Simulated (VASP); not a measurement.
Data:

```xyz
1
Lattice="-2.1263 2.1263 2.1263 2.1263 -2.1263 2.1263 2.1263 2.1263 -2.1263" Properties=species:S:1:pos:R:3 pbc="T T T"
Na     2.1263     2.1263     2.1263
```

Calculation: r2SCAN meta-GGA, VASP's PBE PAW potentials (set 64) (plane waves; VASP 6.6.1). Numerical set-up: 520 eV cut-off, 14×14×14 Γ-centred mesh, tetrahedra with Blöchl corrections, potentials Na_pv.

### Question
What does the run give for the energy per atom (σ→0), band gap (over mesh and band path) with the smallest direct gap where there is one?

### Answer

```yaml
band gap (over mesh and band path): none (metal, semimetal or under 0.01 eV)
energy per atom (σ→0): -3554 meV/atom
```

Total energies compare only between runs with the same potentials, cut-off and functional.

The compound is Na in the bcc structure. It was relaxed first.
